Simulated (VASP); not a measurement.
YC (relaxed from the NiAs type structure, space group P6_3/mmc): computed properties

These are PBEsol GGA, VASP's PBE PAW potentials (set 64) (plane waves; VASP 6.6.1) values and carry that method's errors.

* **space group**: P6_3/mmc (194)
* **cell**: a = 3.454 Å, b = 3.454 Å, c = 6.275 Å, α = 90.00°, β = 90.00°, γ = 120.00°
* **volume per atom**: 16.21 Å^3/atom
* **band gap (over mesh and band path)**: none (metal, semimetal or under 0.01 eV)
* **density**: 5.17 g/cm³

Space group P6₃/mmc (No. 194); a = b = 3.4538 Å, c = 6.2747 Å, α = β = 90.00°, γ = 120.00°

```
atom  site  symmetry       x       y       z
----  ----  --------  ------  ------  ------
Y       2a      -3m.  0.0000  0.0000  0.0000
C       2c      -6m2  0.3333  0.6667  0.2500
```

The structure was generated: YC was put into the NiAs type type (P6_3/mmc), which need not be its known phase. It was relaxed first, which changed the volume by -29 %. Symmetry was kept, so distortions that lower it aren't found.
